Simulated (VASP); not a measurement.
ErNiAs (space group P-6m2): computed properties

All values below come from PBEsol GGA, VASP's PBE PAW potentials (set 64) (plane waves; VASP).

- space group: P-6m2 (187)
- cell: a = b = 3.965 Å, c = 3.819 Å, α = β = 90.00°, γ = 120.00°
- volume per atom: 17.34 Å^3/atom
- band gap (over mesh and band path): none (metal, semimetal or under 0.01 eV)
- density: 9.61 g/cm³

```cif
data_AsErNi
_chemical_formula_sum 'Er1 Ni1 As1'
_space_group_name_H-M_alt 'P 1'
_space_group_IT_number 1
_cell_length_a 3.96547
_cell_length_b 3.96547
_cell_length_c 3.81927
_cell_angle_alpha 90.000
_cell_angle_beta 90.000
_cell_angle_gamma 120.000
loop_
_space_group_symop_operation_xyz
  'x, y, z'
loop_
_atom_site_label
_atom_site_type_symbol
_atom_site_fract_x
_atom_site_fract_y
_atom_site_fract_z
_atom_site_occupancy
Er1 Er 0.00000 0.00000 0.50000 1
Ni1 Ni 0.33333 0.66667 0.00000 1
As1 As 0.66667 0.33333 0.00000 1
```

The 4f electrons are frozen in the core of the lanthanide potential, so 4f levels, which can set the real gap, and their magnetism are missing.

The structure comes from a computed database's ErNiAs entry (P-6m2); how it stands against other phases isn't given here. It was relaxed first. Symmetry was kept, so distortions that lower it aren't found. The run is not spin-polarised, so no magnetic state was tried.
